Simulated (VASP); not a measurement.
All values below come from PBE GGA, VASP's PBE PAW potentials (set 64) (plane waves; VASP).

VASP ran on this input.

**POSCAR**
```
CsSnI3
1
   10.6490680000     0.0000000000     0.0000000000
    0.0000000000     4.8059660000     0.0000000000
    0.0000000000     0.0000000000    18.0517280000
Cs Sn I
4 4 12
Direct
  0.5841500000   0.2500000000   0.1699000000
  0.4158500000   0.7500000000   0.8301000000
  0.9158500000   0.7500000000   0.6699000000
  0.0841500000   0.2500000000   0.3301000000
  0.8413600000   0.2500000000   0.9381000000
  0.1586400000   0.7500000000   0.0619000000
  0.6586400000   0.7500000000   0.4381000000
  0.3413600000   0.2500000000   0.5619000000
  0.5268500000   0.7500000000   0.6156000000
  0.4731500000   0.2500000000   0.3844000000
  0.9731500000   0.2500000000   0.1156000000
  0.0268500000   0.7500000000   0.8844000000
  0.7940100000   0.7500000000   0.2913600000
  0.2059900000   0.2500000000   0.7086400000
  0.7059900000   0.2500000000   0.7913600000
  0.2940100000   0.7500000000   0.2086400000
  0.6661100000   0.7500000000   0.9986300000
  0.3338900000   0.2500000000   0.0013700000
  0.8338900000   0.2500000000   0.4986300000
  0.1661100000   0.7500000000   0.5013700000
```

INCAR:
```
SYSTEM = CsSnI3
PREC = Accurate
ENCUT = 300
EDIFF = 1E-6
NELM = 100
ALGO = Normal
LREAL = Auto
LASPH = .TRUE.
ISMEAR = 0
SIGMA = 0.01
GGA = PE
LMAXMIX = 4
LWAVE = .FALSE.
LCHARG = .FALSE.
ISIF = 2
```

**KPOINTS**
```
kpoints
0
Gamma
  2 3 1
0 0 0
```

POTCAR, in this order: Cs_sv Sn_d I (PBE.64 set). Program: vasp_std.

Problem. What does the run give for the energy per atom (σ→0), largest force?

Solution. 
```
Item                             Value
---------------------  ---------------
energy per atom (σ→0)   -2815 meV/atom
largest force          0.00138 Ha/bohr
```

**OSZICAR**
```
...
DAV:  10    -0.562985468145E+02   -0.19633E-02   -0.56505E-03   968   0.204E-01    0.119E-01
DAV:  11    -0.562990589026E+02   -0.51209E-03   -0.72200E-04   984   0.775E-02    0.754E-02
DAV:  12    -0.562992608965E+02   -0.20199E-03   -0.21154E-04   952   0.400E-02    0.314E-02
DAV:  13    -0.562993576512E+02   -0.96755E-04   -0.12892E-04   832   0.258E-02    0.367E-02
DAV:  14    -0.562993678562E+02   -0.10205E-04   -0.16491E-05   864   0.121E-02    0.103E-02
DAV:  15    -0.562993703473E+02   -0.24911E-05   -0.10887E-05   840   0.678E-03    0.133E-02
DAV:  16    -0.562993701237E+02    0.22352E-06   -0.73204E-07   528   0.290E-03
   1 F= -.56299370E+02 E0= -.56299370E+02  d E =-.162962E-54
```

The structure comes from a computed database's CsSnI3 entry; how it stands against other phases isn't given here. The cell was not relaxed at this level, and its volume differs by +4.6 % from the start's. The k-mesh is coarse (spacing up to 0.44 per Å, 2π included), so the numbers may not be converged in it.
